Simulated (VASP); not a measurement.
Calculation: PBEsol GGA, VASP's PBE PAW potentials (set 64) (plane waves; VASP).

Input for VASP

KPOINTS:
```
K-points
0
gamma
  10 10 10
```

File POSCAR:
```
ZrC
4.617750
  0.0000000000   0.5000000000   0.5000000000
  0.5000000000   0.0000000000   0.5000000000
  0.5000000000   0.5000000000   0.0000000000
Zr C
1 1
Direct
  0.0000000000   0.0000000000   0.0000000000
  0.5000000000   0.5000000000   0.5000000000
```

**INCAR**
```
EDIFF = 1E-6
SYSTEM = ZrC
ALGO = Normal
ISMEAR = 0
ENCUT = 400   # plane-wave cut-off (eV)
ISIF = 2
LWAVE = F
LMAXMIX = 4   # l cut-off of mixed one-centre charges
LASPH = T   # aspherical one-centre terms
LREAL = F
GGA = PS
SIGMA = 0.2
LCHARG = F
NELM = 100   # most electronic steps
PREC = Accurate
```

POTCAR, in this order: Zr_sv C (PBE.64 set). Program: vasp_std.

Output of the run:

OSZICAR:
```
       N       E                     dE             d eps       ncg     rms          rms(c)
DAV:   1     0.853093150363E+02    0.85309E+02   -0.77064E+03  1128   0.111E+03
DAV:   2    -0.195565423487E+02   -0.10487E+03   -0.98300E+02  1344   0.300E+02
DAV:   3    -0.235515594634E+02   -0.39950E+01   -0.39246E+01  1580   0.533E+01
DAV:   4    -0.236943340014E+02   -0.14277E+00   -0.14272E+00  1428   0.986E+00
DAV:   5    -0.236989832720E+02   -0.46493E-02   -0.46491E-02  1640   0.143E+00    0.241E+01
DAV:   6    -0.206685573215E+02    0.30304E+01   -0.13843E+01  1268   0.270E+01    0.984E+00
DAV:   7    -0.205702231971E+02    0.98334E-01   -0.56134E-01  1316   0.611E+00    0.686E+00
DAV:   8    -0.205576139748E+02    0.12609E-01   -0.11620E-01  1208   0.304E+00    0.135E+00
DAV:   9    -0.205544192390E+02    0.31947E-02   -0.25660E-02  1384   0.104E+00    0.487E-01
DAV:  10    -0.205544931171E+02   -0.73878E-04   -0.17618E-03  1292   0.521E-01    0.316E-01
DAV:  11    -0.205543468717E+02    0.14625E-03   -0.53343E-04  1244   0.175E-01    0.184E-02
DAV:  12    -0.205543429478E+02    0.39240E-05   -0.78870E-06  1520   0.322E-02    0.774E-03
DAV:  13    -0.205543427809E+02    0.16685E-06   -0.16552E-07   664   0.429E-03
   1 F= -.20554343E+02 E0= -.20551199E+02  d E =-.628708E-02
```

OUTCAR:
```
------------------------ aborting loop because EDIFF is reached ----------------------------------------
  FORCE on cell =-STRESS in cart. coord.  units (eV):
  Direction    XX          YY          ZZ          XY          YZ          ZX
  --------------------------------------------------------------------------------------
  Total        1.1904370      1.1904370      1.1904370     -0.0000000     -0.0000000     -0.0000000
  in kB       77.4793089     77.4793089     77.4793089     -0.0000000     -0.0000000     -0.0000000
  external PRESSURE =      77.4793089 kB  Pullay stress =       0.0000000 kB
  volume of cell :       24.62
      direct lattice vectors                 reciprocal lattice vectors
     0.000000000  2.308875000  2.308875000    -0.216555682  0.216555682  0.216555682
     2.308875000  0.000000000  2.308875000     0.216555682 -0.216555682  0.216555682
     2.308875000  2.308875000  0.000000000     0.216555682  0.216555682 -0.216555682
 POSITION                                       TOTAL-FORCE (eV/Angst)
 -----------------------------------------------------------------------------------
      0.00000      0.00000      0.00000         0.000000      0.000000      0.000000
      2.30888      2.30888      2.30888         0.000000      0.000000     -0.000000
 -----------------------------------------------------------------------------------
    total drift:                                0.000000     -0.000000     -0.000000
  FREE ENERGIE OF THE ION-ELECTRON SYSTEM (eV)
  ---------------------------------------------------
  free  energy   TOTEN  =       -20.5543427809 eV

  energy  without entropy=      -20.5480557012  energy(sigma->0) =      -20.55119924
```
(Selected blocks of OUTCAR.)

At this cut-off the stress carries a Pulay error, which pulls relaxed volumes low.

The structure is a typed ZrC crystal (Fm-3m). The cell was not relaxed at this level. The run is one of a series of settings (GGA = PS against the base run), some of them coarse on purpose.
